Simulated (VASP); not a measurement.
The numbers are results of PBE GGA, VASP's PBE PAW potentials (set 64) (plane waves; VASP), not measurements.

VASP ran on this input.

### KPOINTS
```
Automatic mesh
0
gamma
 9 9 9
```

INCAR:
```
SYSTEM = Na
PREC = Accurate; ENCUT = 300; LREAL = .FALSE.
LASPH = .TRUE.
EDIFF = 1E-6; NELM = 100; ALGO = Normal
ISMEAR = 1; SIGMA = 0.2
GGA = PE
ISIF = 2
LWAVE = .FALSE.; LCHARG = .FALSE.
```

POSCAR:
```
Na
1
   -2.1164390000     2.1164390000     2.1164390000
    2.1164390000    -2.1164390000     2.1164390000
    2.1164390000     2.1164390000    -2.1164390000
Na
1
Direct
  0.0000000000   0.0000000000   0.0000000000
```

POTCAR, in this order: Na_pv (PBE.64 set). Program: vasp_std.

Output of the run:

### OSZICAR
```
       N       E                     dE             d eps       ncg     rms          rms(c)
DAV:   1     0.141988447658E+02    0.14199E+02   -0.31871E+03   525   0.542E+02
DAV:   2    -0.103152795819E+01   -0.15230E+02   -0.15232E+02   518   0.123E+02
DAV:   3    -0.131508066481E+01   -0.28355E+00   -0.28355E+00   679   0.220E+01
DAV:   4    -0.131661429493E+01   -0.15336E-02   -0.15336E-02   560   0.122E+00
DAV:   5    -0.131663576476E+01   -0.21470E-04   -0.21470E-04   686   0.139E-01    0.216E-01
DAV:   6    -0.131644921867E+01    0.18655E-03   -0.46250E-04   539   0.327E-01    0.145E-01
DAV:   7    -0.131631543438E+01    0.13378E-03   -0.10166E-03   546   0.398E-01    0.124E-02
DAV:   8    -0.131631096367E+01    0.44707E-05   -0.30647E-05   630   0.118E-01    0.388E-03
DAV:   9    -0.131631099574E+01   -0.32063E-07   -0.69067E-07   315   0.159E-02
   1 F= -.13163110E+01 E0= -.13163200E+01  d E =0.271087E-04
```

### OUTCAR
```
------------------------ aborting loop because EDIFF is reached ----------------------------------------
  FORCE on cell =-STRESS in cart. coord.  units (eV):
  Direction    XX          YY          ZZ          XY          YZ          ZX
  --------------------------------------------------------------------------------------
  Total       -0.0710505     -0.0710505     -0.0710505     -0.0000000      0.0000000      0.0000000
  in kB       -3.0019285     -3.0019285     -3.0019285     -0.0000000      0.0000000      0.0000000
  external PRESSURE =      -3.0019285 kB  Pullay stress =       0.0000000 kB
  volume of cell :       37.92
      direct lattice vectors                 reciprocal lattice vectors
    -2.116439000  2.116439000  2.116439000     0.000000000  0.236245883  0.236245883
     2.116439000 -2.116439000  2.116439000     0.236245883  0.000000000  0.236245883
     2.116439000  2.116439000 -2.116439000     0.236245883  0.236245883  0.000000000
 POSITION                                       TOTAL-FORCE (eV/Angst)
 -----------------------------------------------------------------------------------
      0.00000      0.00000      0.00000        -0.000000      0.000000     -0.000000
 -----------------------------------------------------------------------------------
    total drift:                               -0.000000      0.000000      0.000000
  FREE ENERGIE OF THE ION-ELECTRON SYSTEM (eV)
  ---------------------------------------------------
  free  energy   TOTEN  =        -1.3163109957 eV

  energy  without entropy=       -1.3163381044  energy(sigma->0) =       -1.31632003
```
(Selected blocks of OUTCAR.)

At this cut-off the stress carries a Pulay error, which pulls relaxed volumes low.

The structure comes from a computed database's Na entry; how it stands against other phases isn't given here. The cell was not relaxed at this level.
